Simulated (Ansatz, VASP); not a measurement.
# ZrB2 in two plane-wave programs, part 2 of 2

One calculation is typed for both programs; each brings its own data sets. How far apart do they land? The cell is taken from a series of runs on this material, whose earlier steps may have relaxed, scaled, displaced or heated it; both programs get it as it stands.

VASP 6.6.1 and Ansatz 0.2.0.

So far: The starting structure; VASP: zone-centre phonons, PBEsol.

## 3. Ansatz: zone-centre phonons, PBEsol

Level of this step: Ansatz beside VASP: Kohn-Sham DFT, plane waves, PBEsol (Ansatz).

Ansatz runs on its PAW soft_1 files.

The same cell, functional, mesh and smearing now go to Ansatz, which takes its cutoff from its data sets.

Input file input.yaml:

```yaml
crystal:
  lattice:
    - [3.1485985896, 0.0, 0.0]
    - [-1.5742992948, 2.7267663649, 0.0]
    - [0.0, 0.0, 3.5425100552]
  atoms:
    - { symbol: B, position: [0.3333333335, 0.6666666665, 0.5] }
    - { symbol: B, position: [0.6666666665, 0.3333333335, 0.5] }
    - { symbol: Zr, position: [0.0, 0.0, 0.0] }
kpoints:
  mp_grid: { grid: [15, 15, 12] }
hamiltonian:
  xc: pbesol
  pseudopotentials: { kind: paw, azcp: { folder: soft_1 }, xc_functional: pbe }
scf:
  occupations: { method: methfessel_paxton, width: 0.2 }
output:
  eigenvalues: true
phonons:
  method: dfpt
```

The run is started by

```sh
> ansatz run input.yaml --threads 4 --pin off --max-ram 10240MiB --backend cpu --events-out ev --progress --plain --runs-dir out
```

Numbers of over 12 decimals in the logs are rounded to 6 here.

What it wrote:

```text
zone centre: on kpoints.mp_grid the ground state, and the responses unless they are solved on pairs of k-points, stand on 448 of the mesh's 2700 k-points, reduced under 4 symmetry operations, with k and −k counted as one. Each operation leaves every solved displacement unchanged or reverses it
Engine: ansatz 0.2.0, x86_64-unknown-linux-gnu
Pseudopotentials: kind: paw
Pseudopotential: B, paw, valence charge 3, recommended cutoff 420 eV (normal), soft_1/B.paw.azcp
Pseudopotential: Zr, paw, valence charge 12, recommended cutoff 420 eV (normal), soft_1/Zr.paw.azcp
Functional definition: PBEsol
  exchange = pbesol_x
  correlation = pbesol_c
Crystal: 3 atoms, lattice volume = 30.414 Å³
Basis set: ecut = 420 eV, 563 PW (Γ), exchange–correlation on 48×48×48 points (8 copies of the dense FFT grid, shifted against one another)
Bands: 13, of which v1, the nominal top of the filled ones, is band 9 counted from 1 (8 counted from 0)
Symmetry: 24 space group operations
k-points: 448 of 2700 (irreducible under 4 space group operations, time reversal used)
Non-local potential: B, projectors of the file, l = 0: 2, l = 1: 2, l = 2: 1
Non-local potential: Zr, projectors of the file, l = 0: 3, l = 1: 2, l = 2: 2, l = 3: 1
PAW form: soft (Blöchl's): semilocal exchange-correlation on the pseudo side does not see the compensation charge
PAW frozen core: B, regenerated for the run's functional, and the local potential with it (the file was generated under x = pbe(κ = 0.804, μ = 0.219515), c = pbe(β = 0.066725))
PAW frozen core: Zr, regenerated for the run's functional, and the local potential with it (the file was generated under x = pbe(κ = 0.804, μ = 0.219515), c = pbe(β = 0.066725))
PAW one-centre angular grid: B, 110 points (default); XC on 64 Gauss nodes
PAW one-centre angular grid: Zr, 590 points (default); XC on 64 Gauss nodes
Initial density: superposition of atomic densities (chi_scale 0.1, normalization cell, long waves kept (reshape's long-wave potential 0.00 eV rms))
Initial wavefunctions: pseudopotential atomic-orbital guess
Functional: x = pbesol(κ = 0.804, μ = 0.123457), c = pbesol(β = 0.046)
SCF iter   1: F=—  HF=-4437.742964 eV  |F-HF|=—  |Δ(HF+E_count)|=         —  Δρ=5.53e-2  dr2=1.71e0  ethr=3.10e-3  ⟨swp⟩=4.9  Hψ=28113  notcnv=0
preconditioner: auto → none  [metal: Δε(μ)=0.107 eV  Ē_g=17.035 eV  σ=0.200 eV  W_gap=0.42  n_scr=8 (ndim 8)  ℏωp=26.9 eV  f_vac=0.000  D(μ)=0.24/eV (n_scr^D=0)  sad-step TF]
SCF iter   2: F=—  HF=-4437.351044 eV  |F-HF|=—  |Δ(HF+E_count)|=   3.92e-1  S|Δr|=    0.00e0  Δρ=2.78e-2  dr2=3.88e-1  ethr=3.10e-3  ⟨swp⟩=2.1  Hψ=11385  notcnv=0
SCF iter   3: F=—  HF=-4437.238662 eV  |F-HF|=—  |Δ(HF+E_count)|=   1.12e-1  S|Δr|=    0.00e0  Δρ=2.29e-3  dr2=1.21e-3  ethr=2.16e-3  ⟨swp⟩=2.1  Hψ=9951  notcnv=0
SCF iter   4: F=—  HF=-4437.239051 eV  |F-HF|=—  |Δ(HF+E_count)|=   3.89e-4  S|Δr|=    0.00e0  Δρ=4.17e-4  dr2=4.70e-5  ethr=6.74e-6  ⟨swp⟩=2.4  Hψ=12965  notcnv=0
SCF iter   5: F=—  HF=-4437.239060 eV  |F-HF|=—  |Δ(HF+E_count)|=   9.51e-6  S|Δr|=    0.00e0  Δρ=4.98e-5  dr2=9.14e-7  ethr=2.61e-7  ⟨swp⟩=2.1  Hψ=8368  notcnv=0
SCF iter   6: F=—  HF=-4437.239060 eV  |F-HF|=—  |Δ(HF+E_count)|=   3.87e-8  S|Δr|=    0.00e0  Δρ=8.54e-6  dr2=1.39e-8  ethr=5.08e-9  ⟨swp⟩=2.0  Hψ=9585  notcnv=0
SCF iter   7: F=—  HF=-4437.239060 eV  |F-HF|=—  |Δ(HF+E_count)|=   2.73e-9  S|Δr|=    0.00e0  Δρ=1.82e-6  dr2=5.76e-10  ethr=7.72e-11  ⟨swp⟩=2.0  Hψ=9866  notcnv=0
SCF iter   8: F=-4437.239060 eV  HF=-4437.239060 eV  |F-HF|=0.00e0  |Δ(HF+E_count)|=  9.09e-12  S|Δr|=    0.00e0  Δρ=2.27e-7  dr2=5.12e-12  ethr=1.00e-12  ⟨swp⟩=4.0  Hψ=27291  notcnv=0
SCF 1 converged in 8 iterations: F = -4437.239060 eV  dr2 = 5.12e-12
  greatest PAW one-centre occupation: 0.996 electrons in one spin orbital (limit 2), on the Zr atom at site 2 (counted from 0), in its partial waves of l = 0
DFPT response loops at Γ: preconditioner auto → Kerker (q_TF=auto, 2.500 Å⁻¹) (partly filled bands, converged f_vac=0.000); β = 1.00, the filter's whole step (`scf.mixing.beta` (0.50) is not read by the response loops under this deck's `scf.mixing.preconditioner`; to damp them name `kerker` or `kerker_dos`, under which they read `scf.mixing.beta`, and type it under 1.00, their step now; both keys bind the ground state too); Broyden in place of MSR1
SCF converged after 8 iterations
Stability not checked: this state was not tested for a lower state beside it, because cold or Methfessel-Paxton smearing, or corrected tetrahedra, fill the levels in a way that the test cannot read (fill_not_monotonic; see scf.lower_state_search)
Free energy (F): -4437.239060 eV
Harris-Foulkes:  -4437.239060 eV  (|F-HF|=0.00e0)
Internal energy: -4437.239598 eV  (E = F + TS)
E sigma→0 (E₀):  -4437.239195 eV
Entropy (-TS):   0.000538 eV (0.179 meV/atom)
Fermi energy:    15.805226 eV
--- Per-component energies (eV) ---
  E_band       = -23.654032
  E_kinetic    = 418.988201
  E_local      = -524.027996  (includes V_loc(G=0)·N_el)
  E_nonlocal   = 91.075530
  E_hartree    = 177.199360
  E_xc         = -221.851168
  E_vxc        = -263.362942  (∫ρ·V_xc dr)
  E_paw        = -3059.969117  (= ΣΔE_a)
  E_vpaw       = -100.725523  (= ΣTr[D̂ρ^β])
  E_aug_tail   = -0.000009  (compensation charges beyond the density's cutoff)
  E_ewald      = -1318.849543
  E_core_change = 0.195143  (= ΣΔE_core)
  E_smearing   = 0.000538  (= −TS)
  E_closure    = 0.000000  (closes the sum)
  Σ components = -4437.239060   (vs F -4437.239060, Δ=0.00e0)
--- Band table (eV; the first three rows and the last of 448) ---
  k-point 0: bands = [... 5 lower, 13.1617, 13.2552, 13.2552, 13.4453, 19.2795, 19.2795, 20.0031, 20.0031]
  k-point 1: bands = [... 5 lower, 12.4136, 13.3205, 13.3205, 14.1590, 18.7446, 18.7446, 19.7900, 19.7900]
  k-point 2: bands = [... 5 lower, 11.5084, 13.5142, 13.5142, 14.9835, 17.9182, 17.9182, 19.2254, 19.2254]
  k-point 447: bands = [... 5 lower, 8.9139, 11.1871, 12.2355, 13.2644, 19.2131, 20.6558, 20.8398, 21.8372]
--- Phonons (Γ-DFPT): 4 representative perturbations + reference, on 448 of 2700 k-points (Σ response iterations 12) ---
  k mesh reduced under 4 symmetry operations, with k and −k counted as one. Each operation leaves every solved displacement unchanged or reverses it
  ASR residual: 1.787e-4 → 0.000e0 eV/Å²; symmetrization residual: 3.356e-7 eV/Å²
  ASR residual per site (eV/Å²): 1.61e-5 1.61e-5 1.79e-4
  Γ frequencies (cm⁻¹): 0.00 0.00 0.00 454.79 454.79 469.39 567.11 793.78 793.78
  non-analytic LO–TO correction: not included (Born effective charges unavailable; polar crystals: no LO–TO splitting at Γ)
```

The column dr2 measures how far the density is from self-consistency, as an energy; F and HF (Harris–Foulkes) agree once it is small.

## 4. Side by side

Known differences besides the potentials themselves: the cutoff is 420 eV in Ansatz and 500 eV in VASP; Ansatz makes its cores anew for this functional, VASP keeps those of its PBE data sets. Total energies have different zeros and are not compared.

Both answers:

```
                  quantity  Ansatz   VASP  difference
optical mode 1 to 2 (cm⁻¹)   454.8  455.5     -0.15 %
     optical mode 3 (cm⁻¹)   469.4  471.1     -0.36 %
     optical mode 4 (cm⁻¹)   567.1  567.6     -0.08 %
optical mode 5 to 6 (cm⁻¹)   793.8  796.4     -0.33 %
```

Modes are paired by rising frequency, not by their patterns, so a pair may set unlike modes beside each other; they are those without the splitting of longitudinal modes.

## 5. Outcome

- r.m.s. difference of the optical zone-centre modes, each program's sorted by frequency (zone-centre phonons, PBEsol): 1.7 cm⁻¹

The r.m.s. difference of the optical zone-centre modes, each program's sorted by frequency is 1.7 cm⁻¹ (zone-centre phonons, PBEsol). How closely two codes agree says nothing of how well the functional describes the real material.

[Lines on the potential files, build, host, timing and source positions are cut from VASP's logs without a mark.]

[Logs are printed without paths, hosts, clocks, repeated set-up lines and the standing remarks that a program may print on its own settings, such as how far it seeks lower states.]

[Hosts, paths, dates, database ids (printed as entryN), source tags and the programs' standing remarks are cut or masked in the printed files.]
